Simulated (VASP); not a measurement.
```xyz
10
Lattice="6.3303 0.0000 0.0000 0.0000 6.3303 0.0000 0.0000 0.0000 6.3303" Properties=species:S:1:pos:R:3 pbc="T T T"
Cd     3.1652     0.0000     3.1652
Cd     3.1652     0.0000     0.0000
Cd     3.1652     3.1652     0.0000
Cd     0.0000     3.1652     0.0000
Cd     0.0000     3.1652     3.1652
Cd     0.0000     0.0000     3.1652
As     1.5826     4.7477     4.7477
As     4.7477     4.7477     1.5826
As     4.7477     1.5826     4.7477
As     1.5826     1.5826     1.5826
```

These are PBEsol GGA, VASP's PBE PAW potentials (set 64) (plane waves; VASP) values and carry that method's errors. Numerical set-up: 400 eV cut-off, Gaussian smearing of 0.050 eV, potentials Cd As.

Q: What does the run give for the band gap (along the path) with the smallest direct gap where there is one?

A: 
```json
{
 "band gap (along the path)": "none (metal, semimetal or under 0.01 eV)"
}
```

The structure comes from a computed database's Cd3As2 entry (Pn-3m); how it stands against other phases isn't given here. It was relaxed first, which changed the volume by -7 %.
